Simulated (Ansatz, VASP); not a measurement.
# Cu (Cu(110)): VASP beside Ansatz

Wanted: the spread between two codes on one cell, functional and k mesh. The cell is taken from a series of runs on this material, whose earlier steps may have relaxed, scaled, displaced or heated it; both programs get it as it stands.

Main program and level: Ansatz 0.2.0; plane waves, with VASP 6.6.1 beside it; single point at PBE.

### Step 1. The starting structure

The cell holds 6 atoms: 6 Cu. Its edges and angles: a = 3.610 Å, b = 2.553 Å, c = 24.382 Å, α = 90.0°, β = 90.0°, γ = 90.0°. Vacuum lies along c.

### Step 2. VASP: single point, PBE

A single point gives forces, pressure and levels at one fixed geometry, so differences don't come from the geometry; what else differs is listed under the comparison.

Lines of VASP's logs that name or quote its potential files are left out, and so is its time.

Contents of INCAR:

```
SYSTEM = Cu
PREC = Accurate
ENCUT = 520
EDIFF = 1E-06
NELM = 120
ISMEAR = -1
SIGMA = 0.1
LREAL = .FALSE.
ALGO = Normal
GGA = PE
NBANDS = 40
LASPH = .TRUE.
LORBIT = 11
LWAVE = .FALSE.
LCHARG = .FALSE.
ISIF = 2
LDIPOL = .TRUE.
IDIPOL = 3
DIPOL = 0.5 0.5 0.5
LVHAR = .TRUE.
GGA_COMPAT = .FALSE.
NELMDL = -8
KPAR = 2
```

Contents of POSCAR:

```
Cu
1.0
    3.6100000000      0.0000000000      0.0000000000
    0.0000000000      2.5526554801      0.0000000000
    0.0000000000      0.0000000000     24.3816387002
Cu
6
Direct
    0.5000000000      0.5000000000      0.3691302341
    0.0000000000      0.0000000000      0.4214781404
    0.5000000000      0.5000000000      0.4738260468
    0.0000000000      0.0000000000      0.5261739532
    0.5000000000      0.5000000000      0.5785218596
    0.0000000000      0.0000000000      0.6308697659
```

Contents of KPOINTS:

```
Automatic mesh
0
Gamma
14 20 1
0 0 0
```

The projector-augmented-wave data sets are Cu (PBE family, release 64).

On the command line:

```sh
$ mpirun -np 2 vasp_std
```

Numbers of over 12 decimals in the logs are rounded to 6 here.

Log:

```text
[banner, memory and clock lines left out]
running    2 mpi-ranks, on    1 nodes
 distrk:  each k-point on    1 cores,    2 groups
 distr:  one band on    1 cores,    1 groups

 POSCAR found type information on POSCAR Cu
 POSCAR found :  1 types and       6 ions
 LDA part: xc-table for (Slater+PW92), standard interpolation
 POSCAR, INCAR and KPOINTS ok, starting setup
 FFT: planning ... GRIDC
 FFT: planning ... GRID_SOFT
 FFT: planning ... GRID
 WAVECAR not read
 entering main loop
       N       E                     dE             d eps       ncg     rms          rms(c)
DAV:   1     0.559987960826E+03    0.55999E+03   -0.28394E+04  7040   0.196E+03
DAV:   2     0.252128158077E+02   -0.53478E+03   -0.51766E+03  7056   0.402E+02
DAV:   3    -0.234819113991E+02   -0.48695E+02   -0.45712E+02  7624   0.179E+02
DAV:   4    -0.252447355206E+02   -0.17628E+01   -0.17408E+01  8224   0.421E+01
DAV:   5    -0.252942555601E+02   -0.49520E-01   -0.49495E-01  8592   0.549E+00
DAV:   6    -0.252966087037E+02   -0.23531E-02   -0.23530E-02  9832   0.101E+00
DAV:   7    -0.252966892276E+02   -0.80524E-04   -0.80523E-04  9384   0.159E-01
DAV:   8    -0.252966922609E+02   -0.30333E-05   -0.30332E-05  7760   0.253E-02    0.175E+01
DAV:   9    -0.227830697894E+02    0.25136E+01   -0.56300E+01  7888   0.126E+02    0.954E+00
DAV:  10    -0.205794004414E+02    0.22037E+01   -0.10658E+01  8456   0.706E+01    0.244E+00
DAV:  11    -0.206077696353E+02   -0.28369E-01   -0.18041E+00  8224   0.376E+01    0.104E+00
DAV:  12    -0.206168586093E+02   -0.90890E-02   -0.48866E-01  8560   0.103E+01    0.149E+00
DAV:  13    -0.205853450976E+02    0.31514E-01   -0.65665E-02  8560   0.729E+00    0.759E-01
DAV:  14    -0.205874790532E+02   -0.21340E-02   -0.16421E-01  8024   0.789E+00    0.684E-01
[...]
DAV:  20    -0.205773835904E+02   -0.13048E-03   -0.37461E-05  7992   0.181E-01    0.122E-02
DAV:  21    -0.205774567965E+02   -0.73206E-04   -0.53446E-05  7984   0.125E-01    0.129E-02
DAV:  22    -0.205774945979E+02   -0.37801E-04   -0.15817E-05  7944   0.574E-02    0.233E-03
DAV:  23    -0.205774992074E+02   -0.46095E-05   -0.23412E-06  5792   0.262E-02    0.209E-03
DAV:  24    -0.205775051343E+02   -0.59269E-05   -0.90194E-07  4488   0.183E-02    0.663E-04
DAV:  25    -0.205775065711E+02   -0.14368E-05   -0.19361E-07  4872   0.128E-02    0.390E-04
DAV:  26    -0.205775076436E+02   -0.10726E-05   -0.98375E-08  4752   0.528E-03    0.287E-04
DAV:  27    -0.205775083488E+02   -0.70517E-06   -0.12646E-07  4640   0.456E-03
   1 F= -.20577508E+02 E0= -.20539378E+02  d E =-.762597E-01
```

OUTCAR, selected parts (step 2):

```text
ion  position               nearest neighbor table
   1  0.500  0.500  0.369-   3 2.55   2 2.55   2 2.55   2 2.55   2 2.55
   2  0.000  0.000  0.421-   1 2.55   1 2.55   1 2.55   1 2.55   3 2.55   3 2.55   3 2.55   3 2.55
                             4 2.55
   3  0.500  0.500  0.474-   1 2.55   2 2.55   4 2.55   2 2.55   4 2.55   2 2.55   4 2.55   2 2.55
                             4 2.55   5 2.55
   4  0.000  0.000  0.526-   6 2.55   5 2.55   3 2.55   3 2.55   5 2.55   3 2.55   5 2.55   3 2.55
                             5 2.55   2 2.55
   5  0.500  0.500  0.579-   6 2.55   6 2.55   6 2.55   6 2.55   4 2.55   4 2.55   4 2.55   4 2.55
                             3 2.55
   6  0.000  0.000  0.631-   4 2.55   5 2.55   5 2.55   5 2.55   5 2.55

  LATTYP: Found a simple orthorhombic cell.
 ALAT       =     2.5526554801
 B/A-ratio  =     1.4142135624
 C/A-ratio  =     9.5514803663

 Subroutine GETGRP returns: Found  8 space group operations
 (whereof  4 operations were pure point group operations)

The static configuration has the point symmetry C_2v.
 The point group associated with its full space group is D_2h.

 Found     88 irreducible k-points:

   k-points           NKPTS =     88   k-points in BZ     NKDIM =     88   number of bands    NBANDS=     40

   dimension x,y,z NGX =    28 NGY =   20 NGZ =  192
   dimension x,y,z NGXF=    56 NGYF=   40 NGZF=  384

   ENCUT  =  520.0 eV  38.22 Ry    6.18 a.u.   6.71  4.75 45.33*2*pi/ulx,y,z

   NELECT =      66.0000    total number of electrons

 k-points in reciprocal lattice and weights: Automatic mesh
   0.00000000  0.00000000  0.00000000       0.004
   0.07142857  0.00000000  0.00000000       0.007
   0.14285714  0.00000000  0.00000000       0.007
   0.21428571  0.00000000  0.00000000       0.007
   0.28571429  0.00000000  0.00000000       0.007
   0.35714286  0.00000000  0.00000000       0.007
   0.42857143  0.00000000  0.00000000       0.007
   0.50000000  0.00000000  0.00000000       0.004
   0.00000000  0.05000000  0.00000000       0.007
[...]
0.42857143  0.50000000  0.00000000       0.007
   0.50000000  0.50000000  0.00000000       0.004

 dipolmoment           0.000000      0.000000     -0.000000 electrons x Angstroem

 average (electrostatic) potential at core
       1 -71.3708       2 -71.7987       3 -71.8817       4 -71.8817       5 -71.7987
       6 -71.3708

 E-fermi :  -0.5872

 k-point     1 :       0.0000    0.0000    0.0000
  band No.  band energies     occupation
    ...
     30      -2.1435      2.00000
     31      -2.1205      2.00000
     32      -2.0386      2.00000
     33      -1.9865      2.00000
     34      -1.0925      1.98730
     35       0.9201      0.00000
     36       1.8974      0.00000
     37       2.9925      0.00000
     38       3.6506      0.00000
     39       4.0927      0.00000
    ...

 k-point     2 :       0.0714    0.0000    0.0000
  band No.  band energies     occupation
    ...
     30      -2.1462      2.00000
     31      -2.1142      2.00000
     32      -2.0346      2.00000
     33      -1.9967      2.00000
     34      -1.0700      1.98411
     35       0.9540      0.00000
     36       1.4723      0.00000
     37       3.0346      0.00000
     38       3.5279      0.00000
     39       3.7093      0.00000
    ...

 k-point     3 :       0.1429    0.0000    0.0000
  band No.  band energies     occupation
    ...
     30      -2.1502      2.00000
     31      -2.1041      2.00000
     32      -2.0277      2.00000
     33      -2.0232      2.00000
     34      -1.0000      1.96826
     35       0.5552      0.00002
     36       1.0449      0.00000
     37       2.4323      0.00000
     38       3.1109      0.00000
     39       3.8783      0.00000
    ...

  Total       -1.5426187     -0.9321629     -0.1674254      0.0000000      0.0000000      0.0000000
  in kB      -11.0003597     -6.6472209     -1.1939048      0.0000000      0.0000000      0.0000000
  external PRESSURE =      -6.2804951 kB  Pullay stress =       0.0000000 kB

  energy-cutoff  :      520.00
  volume of cell :      224.68
      direct lattice vectors                 reciprocal lattice vectors
     3.610000000  0.000000000  0.000000000     0.277008310  0.000000000  0.000000000
     0.000000000  2.552655480  0.000000000     0.000000000  0.391748909  0.000000000
     0.000000000  0.000000000 24.381638700     0.000000000  0.000000000  0.041014470

 POSITION                                       TOTAL-FORCE (eV/Angst)
 -----------------------------------------------------------------------------------
      1.80500      1.27633      9.00000         0.000000      0.000000      0.282947
      0.00000      0.00000     10.27633         0.000000      0.000000     -0.434974
      1.80500      1.27633     11.55266         0.000000      0.000000     -0.016348
      0.00000      0.00000     12.82898         0.000000      0.000000      0.016348
      1.80500      1.27633     14.10531         0.000000      0.000000      0.434974
      0.00000      0.00000     15.38164         0.000000      0.000000     -0.282947
 -----------------------------------------------------------------------------------
    total drift:                                0.000000      0.000000      0.000000

  FREE ENERGIE OF THE ION-ELECTRON SYSTEM (eV)
  ---------------------------------------------------
  free  energy   TOTEN  =       -20.5775083488 eV

  energy  without entropy=      -20.5012486129  energy(sigma->0) =      -20.53937848

 vacuum level on the upper side and lower side of the slab         3.816         3.816

 total charge
# of ion       s       p       d       tot
------------------------------------------
    1        0.438   0.224   9.220   9.883
    2        0.446   0.357   9.173   9.976
    3        0.445   0.380   9.177  10.003
    4        0.445   0.380   9.177  10.003
    5        0.446   0.357   9.173   9.976
    6        0.438   0.224   9.220   9.883
--------------------------------------------------
tot          2.660   1.923  55.140  59.723

[... 3 further parts left out ...]
```

[end of part 1 of 2]

[Lines on the potential files, build, host, timing and source positions are cut from VASP's logs without a mark.]

[Logs are printed without paths, hosts, clocks, repeated set-up lines and the standing remarks that a program may print on its own settings, such as how far it seeks lower states.]

[Hosts, paths, dates, database ids (printed as entryN), source tags and the programs' standing remarks are cut or masked in the printed files.]
